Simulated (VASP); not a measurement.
Given:

```xyz
5
Lattice="4.0070 0.0000 0.0000 0.0000 4.0070 0.0000 0.0000 0.0000 4.0070" Properties=species:S:1:pos:R:3 pbc="T T T"
Ba     0.0000     0.0000     0.0000
Ti     2.0035     2.0035     2.0035
O      2.0035     0.0000     2.0035
O      0.0000     2.0035     2.0035
O      2.0035     2.0035     0.0000
```

The numbers are results of optB86b-vdW, VASP's PBE PAW potentials (set 64) (plane waves; VASP 6.6.1), not measurements. Numerical set-up: 520 eV cut-off, Gaussian smearing of 0.050 eV, potentials Ba_sv Ti_sv O.

Unless said otherwise, spin-orbit coupling is left out, though it shifts the bands of the heavy elements here.

### Question
Give the energies of bands 12 to 23 at the high-symmetry points, in eV from the valence-band maximum.

### Answer

```
band      Γ      X      M      R
----  -----  -----  -----  -----
12    -2.29  -3.97  -4.26  -4.42
13    -2.29  -2.76  -4.04  -3.82
14    -2.29  -2.76  -3.84  -3.82
15    -1.09  -1.95  -2.68  -2.40
16    -1.09  -1.91  -2.68  -2.40
17    -1.09  -1.82  -1.71  -2.40
18    -0.14  -1.82  -0.87   0.00
19    -0.14  -0.71  -0.87   0.00
20    -0.14  -0.71  -0.09   0.00
21     1.73   1.89   3.46   4.12
22     1.73   3.45   3.46   4.12
23     1.73   3.45   3.87   4.12
```

The gap is indirect, 1.73 eV, from the valence maximum at R to the conduction minimum at Γ.

Measured: gap 3.20 eV (computed value off by -1.47 eV), as given by Yu-ichiro Matsushita et al., Physical Review B (2011), arXiv:1104.2769.

The compound is BaTiO3 in the cubic perovskite structure, the ideal cubic form; the compound distorts at low or room temperature. It was relaxed first.
